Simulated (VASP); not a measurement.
Calculation: PBEsol GGA, VASP's PBE PAW potentials (set 64) (plane waves; VASP).

A VASP calculation is set up with these files.

### KPOINTS
```
Regular mesh
0
gamma
11 11 11
```

### INCAR
```
SYSTEM  =  Y
PREC  =  Accurate; ENCUT  =  400; LREAL  =  .False.
LASPH  =  .True.
EDIFF  =  1E-6; NELM  =  100; ALGO  =  Normal
LMAXMIX  =  4
ISMEAR  =  1; SIGMA  =  0.1
GGA  =  PS
IBRION  =  2; NSW  =  60; ISIF  =  3
EDIFFG  =  -0.01
LWAVE  =  .False.; LCHARG  =  .False.
```

POSCAR:
```
Y
1
   -3.0349208415     3.0349208415     1.6809279239
    3.0349208415    -3.0349208415     1.6809279239
    3.0349208415     3.0349208415    -1.6809279239
Y
2
Direct
  0.7500000000   0.2500000000   0.5000000000
  0.0000000000   0.0000000000   0.0000000000
```

POTCAR, in this order: Y_sv (PBE.64 set). Program: vasp_std.

Question: Estimate the energy per atom (σ→0), band gap (on the k-mesh).

Answer: 
```json
{
  "energy per atom (σ→0)": "-6.369 eV/atom",
  "band gap (on the k-mesh)": "none (metal, semimetal or under 0.01 eV)"
}
```

OSZICAR:
```
...
DAV:   7    -0.127474604877E+02    0.79929E-01   -0.11031E+00  5385   0.579E+00    0.187E+00
DAV:   8    -0.127366150459E+02    0.10845E-01   -0.16358E-01  4517   0.258E+00    0.611E-01
DAV:   9    -0.127368758658E+02   -0.26082E-03   -0.54513E-03  5837   0.558E-01    0.279E-01
DAV:  10    -0.127368649567E+02    0.10909E-04   -0.48373E-04  4752   0.220E-01    0.670E-02
DAV:  11    -0.127368708928E+02   -0.59361E-05   -0.12063E-04  5893   0.913E-02    0.277E-02
DAV:  12    -0.127368686622E+02    0.22306E-05   -0.13355E-05  4921   0.368E-02    0.996E-03
DAV:  13    -0.127368686280E+02    0.34196E-07   -0.11226E-06  3633   0.922E-03
   1 F= -.12736869E+02 E0= -.12737203E+02  d E =-.127369E+02
```

The structure was generated: Y was put into the beta-Sn type (I4_1/amd), which need not be its known phase. It was relaxed first, which changed the volume by -11 %. The start is the result of an earlier pass.
